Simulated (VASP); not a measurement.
```yaml
crystal:
  lattice:
    - [2.04204, -3.53692, 0.00000]
    - [2.04204, 3.53692, 0.00000]
    - [0.00000, 0.00000, 5.38290]
  atoms:
    - { symbol: Te, position: [0.33333, 0.66667, 0.25325] }
    - { symbol: Te, position: [0.66667, 0.33333, 0.74675] }
    - { symbol: Pt, position: [0.00000, 0.00000, 0.00000] }
```

Level of theory: PBE GGA, VASP's PBE PAW potentials (set 64) (plane waves; VASP). Settings: 400 eV cut-off, 10×10×7 Γ-centred mesh, tetrahedra with Blöchl corrections, potentials Te Pt.

The cores are frozen, which limits the accuracy of field gradients.

Problem. Give the principal components of the electric field gradient (V/Å²) and the asymmetry η at each nucleus.

Solution. 
| atom | Vxx | Vyy | Vzz | η |
|---|---|---|---|---|
| Te1 | 4.5 | 4.5 | -9.0 | 0.00 |
| Te2 | 4.5 | 4.5 | -9.0 | 0.00 |
| Pt3 | -58.4 | -58.4 | 116.7 | 0.00 |

The compound is PtTe2 in the 1T layered structure. It was relaxed first, which changed the volume by +6 %.
